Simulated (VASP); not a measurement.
Data:

```yaml
crystal:
  lattice:
    - [0.00000, 2.19981, 2.19981]
    - [2.19981, 0.00000, 2.19981]
    - [2.19981, 2.19981, 0.00000]
  atoms:
    - { symbol: Al, position: [0.00000, 0.00000, 0.00000] }
    - { symbol: N, position: [0.25000, 0.25000, 0.25000] }
```

Computed with PW91 GGA, VASP's PBE PAW potentials (set 64) (plane waves; VASP). Numerical set-up: 520 eV cut-off, Gaussian smearing of 0.050 eV, potentials Al N.

### Question
Give the energies of bands 2 to 5 at the high-symmetry points, in eV from the valence-band maximum.

### Answer

| band | Γ | X | U | L | W |
|---|---|---|---|---|---|
| 2 | 0.00 | -4.82 | -4.20 | -5.75 | -3.75 |
| 3 | 0.00 | -1.75 | -3.56 | -0.48 | -3.35 |
| 4 | 0.00 | -1.75 | -1.35 | -0.48 | -2.64 |
| 5 | 4.04 | 3.34 | 5.15 | 7.20 | 6.02 |

The gap is indirect, 3.34 eV, from the valence maximum at Γ to the conduction minimum at X.

Measured: gap 5.34 eV (computed value off by -2.00 eV), as given by Daiki Deguchi et al., Japanese Journal of Applied Physics (2016), arXiv:1512.06930.

The compound is AlN in the zinc blende structure, a metastable form; wurtzite is the usual one. It was relaxed first.
